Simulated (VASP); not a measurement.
Calculation: PBEsol GGA, VASP's PBE PAW potentials (set 64) (plane waves; VASP).

VASP ran on this input.

File POSCAR:
```
LiH
1
    0.0000000000     2.0076176294     2.0076176294
    2.0076176294     0.0000000000     2.0076176294
    2.0076176294     2.0076176294     0.0000000000
Li H
1 1
Direct
  0.0000000000   0.0000000000   0.0000000000
  0.5000000000   0.5000000000   0.5000000000
```

INCAR:
```
! general
SYSTEM = LiH
PREC   = Accurate
ENCUT  = 520
LREAL  = F
LASPH  = T

! electronic loop
EDIFF  = 1E-7
NELM   = 100
ALGO   = Normal

! smearing
ISMEAR = 0
SIGMA  = 0.05

! functional
GGA    = PS

! ions
ISIF   = 2

! output
LWAVE  = F
LCHARG = F
```

### KPOINTS
```
Automatic mesh
0
Gamma
11 11 11
0 0 0
```

POTCAR, in this order: Li_sv H (PBE.64 set). Program: vasp_std.

Problem. Predict the energy per atom (σ→0), pressure.

Solution. 
- energy per atom (σ→0) = -3.060 eV/atom
- pressure = -1.11 GPa

OSZICAR:
```
...
DAV:   8    -0.611951328058E+01   -0.13232E-02   -0.56446E-03   750   0.676E-01    0.363E-02
DAV:   9    -0.611949052100E+01    0.22760E-04   -0.25397E-04  1020   0.851E-02    0.125E-02
DAV:  10    -0.611949007177E+01    0.44923E-06   -0.62615E-06   696   0.243E-02    0.248E-03
DAV:  11    -0.611948954098E+01    0.53079E-06   -0.42796E-07   924   0.789E-03    0.102E-03
DAV:  12    -0.611948889495E+01    0.64603E-06   -0.39442E-08   378   0.181E-03    0.122E-03
DAV:  13    -0.611948919194E+01   -0.29699E-06   -0.18522E-08   348   0.174E-03    0.983E-05
DAV:  14    -0.611948920367E+01   -0.11739E-07   -0.15387E-09   336   0.490E-04
   1 F= -.61194892E+01 E0= -.61194892E+01  d E =-.168273E-10
```

The compound is LiH in the rock salt structure. This cell is one point of a volume scan, at 1.03 of the reference volume.
